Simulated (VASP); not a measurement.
Input:

```
CELL_PARAMETERS angstrom
      0.00000     2.32365     2.32365
      2.32365     0.00000     2.32365
      2.32365     2.32365     0.00000
ATOMIC_POSITIONS crystal
  Hf 0.00000 0.00000 0.00000
  C  0.50000 0.50000 0.50000
```

These are PBE GGA, VASP's PBE PAW potentials (set 64) (plane waves; VASP 6.6.1) values and carry that method's errors. Numerical set-up: 600 eV cut-off, 12×12×12 Γ-centred mesh, first-order Methfessel-Paxton smearing of 0.10 eV, potentials Hf_pv C.

Energy and stress use the plane-wave basis of the starting cell.

Q: The ions, cell shape and volume at an external pressure of 30.0 GPa are relaxed. Predict the relaxed structure.

A: 
```
CELL_PARAMETERS angstrom
      0.00000     2.24587     2.24587
      2.24587     0.00000     2.24587
      2.24587     2.24587     0.00000
ATOMIC_POSITIONS crystal
  Hf 0.00000 0.00000 0.00000
  C  0.50000 0.50000 0.50000
```
Space group Fm-3m (225), at a tolerance of 0.03 Å.

Q: How do energy and volume change from the first to the last step?

A: The energy (σ→0) changes by +104.3 meV/atom and the volume by -9.7 %, in 5 ionic steps.

The compound is HfC in the rock salt structure. This run relaxes it under an external pressure of 30 GPa. Symmetry was kept, so distortions that lower it aren't found.
